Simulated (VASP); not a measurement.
Here is the system:

```
CELL_PARAMETERS angstrom
      0.00000     2.73182     2.73182
      2.73182     0.00000     2.73182
      2.73182     2.73182     0.00000
ATOMIC_POSITIONS crystal
  Ce 0.00000 0.00000 0.00000
  O  0.25000 0.25000 0.25000
  O  0.75000 0.75000 0.75000
```

The numbers are results of PBE GGA, VASP's PBE PAW potentials (set 64) (plane waves; VASP), not measurements. Numerical set-up: 600 eV cut-off, 6×6×6 Γ-centred mesh, Gaussian smearing of 0.050 eV, potentials Ce O.

Energy and stress use the plane-wave basis of the starting cell.

### Question
The ions, cell shape and volume at an external pressure of 5.0 GPa are relaxed. What does this cell relax into?

### Answer

```
CELL_PARAMETERS angstrom
      0.00000     2.70712     2.70712
      2.70712     0.00000     2.70712
      2.70712     2.70712     0.00000
ATOMIC_POSITIONS crystal
  Ce 0.00000 0.00000 0.00000
  O  0.25000 0.25000 0.25000
  O  0.75000 0.75000 0.75000
```
Space group Fm-3m (225), at a tolerance of 0.03 Å.

### Question
How do energy and volume change from the first to the last step?

### Answer
The energy (σ→0) changes by +5.4 meV/atom and the volume by -2.7 %, in 3 ionic steps.

The compound is CeO2 in the fluorite structure. This run relaxes it under an external pressure of 5 GPa. Symmetry was kept, so distortions that lower it aren't found. The run is not spin-polarised, so no magnetic state was tried.
